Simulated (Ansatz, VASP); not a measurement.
# Cross-check of ScTeN3 between VASP and Ansatz, part 3 of 3

Wanted: the spread between two codes on one cell, functional and k mesh. The cell is generated by rule, not measured, and may not be a known phase. The cell is taken from a series of runs on this material, whose earlier steps may have relaxed, scaled, displaced or heated it; both programs get it as it stands.

VASP 6.6.1 and Ansatz 0.2.0.

So far: Set-up; Ansatz: relaxation of cell and atoms, PBEsol, pair 1; VASP: relaxation of cell and atoms, PBEsol, pair 1; Differences.

## Step 5: VASP: relaxation of cell and atoms, PBEsol, pair 2

Level of this step: PBEsol; plane waves and PAW (Sc_sv, Te, N); invented cell (VASP).

The relaxed volume is the usual yardstick between codes: in a stiff, nearly cubic crystal its relative difference is about their pressure difference at one cell divided by the bulk modulus. This pair takes another cell of the material, with 5 atoms against 10 for the pair before.

Contents of INCAR:

```
SYSTEM = ScTeN3
PREC = Accurate
ENCUT = 600
EDIFF = 1E-07
NELM = 120
ISMEAR = 1
SIGMA = 0.2
LREAL = .FALSE.
ALGO = Normal
GGA = PS
NBANDS = 22
LASPH = .TRUE.
LORBIT = 11
LWAVE = .FALSE.
LCHARG = .FALSE.
ISIF = 3
IBRION = 2
NSW = 80
EDIFFG = -0.005
GGA_COMPAT = .FALSE.
NELMIN = 4
KPAR = 2
```

Contents of POSCAR:

```
ScTeN3
1.0
    3.9158160000      0.0000000000      0.0000000000
    0.0000000000      3.9158160000      0.0000000000
    0.0000000000      0.0000000000      3.9158160000
Sc Te N
1 1 3
Direct
    0.0000000000      0.0000000000      0.0000000000
    0.5000000000      0.5000000000      0.5000000000
    0.5000000000      0.5000000000      0.0000000000
    0.5000000000      0.0000000000      0.5000000000
    0.0000000000      0.5000000000      0.5000000000
```

Contents of KPOINTS:

```
Automatic mesh
0
Gamma
12 12 12
0 0 0
```

Potentials, in the order of the species: Sc_sv, Te and N (PBE family, release 64).

Started as:

```
$ mpirun -np 2 vasp_std
```

Numbers of over 12 decimals in the logs are rounded to 6 here.

The program printed:

```text
[banner, memory and clock lines left out]
running    2 mpi-ranks, on    1 nodes
[...]
[... a notice as in an earlier step ...]

 LDA part: xc-table for (Slater+PW92), standard interpolation
 POSCAR, INCAR and KPOINTS ok, starting setup
[...]
entering main loop
       N       E                     dE             d eps       ncg     rms          rms(c)
DAV:   1     0.341400456319E+03    0.34140E+03   -0.15717E+04  3712   0.164E+03
DAV:   2     0.846830110792E+01   -0.33293E+03   -0.31723E+03  3914   0.455E+02
DAV:   3    -0.409544400568E+02   -0.49423E+02   -0.46925E+02  5908   0.144E+02
DAV:   4    -0.431874911868E+02   -0.22331E+01   -0.22127E+01  5312   0.324E+01
[...]
DAV:  14    -0.334918269839E+02   -0.22119E-05   -0.51528E-06  5320   0.300E-02    0.127E-02
DAV:  15    -0.334918250160E+02    0.19679E-05   -0.28330E-06  5450   0.233E-02    0.505E-03
DAV:  16    -0.334918250977E+02   -0.81749E-07   -0.23733E-07  3888   0.408E-03
   1 F= -.33491825E+02 E0= -.33491427E+02  d E =-.334918E+02
[...]
DAV:   9    -0.334918576020E+02    0.20053E-07   -0.15874E-08  1962   0.111E-03
   2 F= -.33491858E+02 E0= -.33491263E+02  d E =-.325043E-04
 trial-energy change:   -0.000033  1 .order   -0.000054   -0.001121    0.001013
 step:   0.5103(harm=  0.5252)  dis= 0.00000  next Energy=   -33.492108 (dE=-0.283E-03)
[...]
N       E                     dE             d eps       ncg     rms          rms(c)
DAV:   1    -0.334931883068E+02   -0.13307E-02   -0.34587E-02  4420   0.188E+00    0.238E-01
DAV:   2    -0.334922997134E+02    0.88859E-03   -0.21290E-03  4986   0.581E-01    0.120E-01
DAV:   3    -0.334921545194E+02    0.14519E-03   -0.58236E-04  4878   0.157E-01    0.685E-02
DAV:   4    -0.334921097744E+02    0.44745E-04   -0.81640E-05  4916   0.141E-01    0.181E-02
DAV:   5    -0.334921066337E+02    0.31406E-05   -0.12773E-05  4740   0.257E-02    0.196E-02
DAV:   6    -0.334921070370E+02   -0.40328E-06   -0.19977E-06  4700   0.957E-03    0.662E-03
DAV:   7    -0.334921075944E+02   -0.55740E-06   -0.62794E-07  4276   0.655E-03    0.309E-03
DAV:   8    -0.334921075569E+02    0.37480E-07   -0.66993E-08  1932   0.223E-03
   3 F= -.33492108E+02 E0= -.33491613E+02  d E =-.282459E-03
[...]
reached required accuracy - stopping structural energy minimisation
```

From OUTCAR (step 5):

```text
  Total        0.0033758      0.0033758      0.0033758      0.0000000      0.0000000      0.0000000
  in kB        0.0898173      0.0898173      0.0898173      0.0000000      0.0000000      0.0000000
  external PRESSURE =       0.0898173 kB  Pullay stress =       0.0000000 kB

 POSITION                                       TOTAL-FORCE (eV/Angst)
 -----------------------------------------------------------------------------------
      0.00000      0.00000      0.00000        -0.000000     -0.000000      0.000000
      1.95980      1.95980      1.95980         0.000000     -0.000000      0.000000
      1.95980      1.95980     -0.00000         0.000000     -0.000000      0.000000
      1.95980     -0.00000      1.95980         0.000000      0.000000      0.000000
      0.00000      1.95980      1.95980        -0.000000     -0.000000      0.000000
 -----------------------------------------------------------------------------------
    total drift:                                0.000000     -0.000000     -0.000000

  FREE ENERGIE OF THE ION-ELECTRON SYSTEM (eV)
  ---------------------------------------------------
  free  energy   TOTEN  =       -33.4921075569 eV

  energy  without entropy=      -33.4906231429  energy(sigma->0) =      -33.49161275

[... 1 part as in an earlier step ...]

[... 3 further parts left out ...]
[key lines of the parts left out:]
E-fermi :   7.9545
```

## Step 6: Ansatz: relaxation of cell and atoms, PBEsol, pair 2

The same cell, functional, mesh and smearing now go to Ansatz, which takes its cutoff from its data sets.

The cell is taken from a series of runs on this material, whose earlier steps may have relaxed, scaled, displaced or heated it; both programs get it as it stands.

Contents of input.yaml:

```yaml
crystal:
  lattice:
    - [3.9158159669, 0.0, 0.0]
    - [0.0, 3.9158159669, 0.0]
    - [0.0, 0.0, 3.9158159669]
  atoms:
    - { symbol: Sc, position: [0.0, 0.0, 0.0] }
    - { symbol: Te, position: [0.5, 0.5, 0.5] }
    - { symbol: "N", position: [0.5, 0.5, 0.0] }
    - { symbol: "N", position: [0.5, 0.0, 0.5] }
    - { symbol: "N", position: [0.0, 0.5, 0.5] }
kpoints:
  mp_grid: { grid: [12, 12, 12] }
hamiltonian:
  xc: pbesol
  pseudopotentials: { kind: paw, azcp: { folder: soft_1 }, xc_functional: pbe }
scf:
  occupations: { method: methfessel_paxton, width: 0.2 }
output:
  forces: true
  stress: true
  eigenvalues: true
relax:
  adjacent_minimum: "off"
  f_tol: 0.001
  max_steps: 60
  cell: { stress_tol: 0.01 }
```

Started as:

```
$ ansatz run input.yaml --threads 8 --pin off --max-ram 16384MiB --backend cpu --events-out ev --progress --plain --runs-dir out
```

The program printed:

```text
[...]
Crystal: 5 atoms, lattice volume = 60.044 Å³
Basis set: ecut = 420 eV, 1189 PW (Γ), exchange–correlation on 54×54×54 points (8 copies of the dense FFT grid, shifted against one another)
Bands: 26, of which v1, the nominal top of the filled ones, is band 21 counted from 1 (20 counted from 0)
Symmetry: 48 space group operations
[...]
k-points: 84 of 1728
[...]
--- Relaxed structure (3 steps of the walk, 3 accepted, 1 SCFs on fresh bases) ---
[...]
cell:  # Å, volume = 59.9212 Å³
    - [3.913153, 0, 0]
    - [0, 3.913153, 0.0]
    - [0.0, 0.0, 3.913153]
  atoms:
    - { symbol: Sc, position: [0, 0, 0] }
    - { symbol: Te, position: [0.5, 0.5, 0.5] }
    - { symbol: N, position: [0.5, 0.5, 0] }
    - { symbol: N, position: [0.5, 0, 0.5] }
    - { symbol: N, position: [0, 0.5, 0.5] }
[key lines of the parts left out:]
SCF converged after 5 iterations
Free energy (F): -10145.928586 eV
Fermi energy:    12.912159 eV
P = ⅓ Tr σ = -0.0047 GPa (-0.047 kbar)
```

## Step 7: Side by side

What differs besides the data sets and the points named for the pairs above, as far as they apply: the data sets hold 42 valence electrons in Ansatz (on its PAW soft_1 files) and 32 in VASP. Total energies have different zeros and are not compared.

Compared:

```
                                         quantity  Ansatz   VASP  difference
                                      volume (Å³)   59.92  60.22     -0.49 %
edge a after relaxation, in the typed setting (Å)   3.913  3.920     -0.16 %
```

## Step 8: Results

| Quantity | Value |
| --- | --- |
| difference in volume (relaxation of cell and atoms, PBEsol, pair 1) | -0.28 % |
| difference in volume (relaxation of cell and atoms, PBEsol, pair 2) | -0.49 % |

In words: The difference in volume is -0.49 % (relaxation of cell and atoms, PBEsol, pair 2), within the 1.2 % picked in this series as the mark of a large difference, as far as the stopping tolerances let one tell. The data sets hold unlike numbers of valence electrons (84 in Ansatz and 64 in VASP and 42 in Ansatz and 32 in VASP), so part of the differences comes from the potentials. 1 further run of this series is not shown here. Such differences can come from data sets, numerical settings and the points named under the comparisons, not from the functional's error against experiment.

[Lines on the potential files, build, host, timing and source positions are cut from VASP's logs without a mark.]

[Logs are printed without paths, hosts, clocks, repeated set-up lines and the standing remarks that a program may print on its own settings, such as how far it seeks lower states.]

[Hosts, paths, dates, database ids (printed as entryN), source tags and the programs' standing remarks are cut or masked in the printed files.]
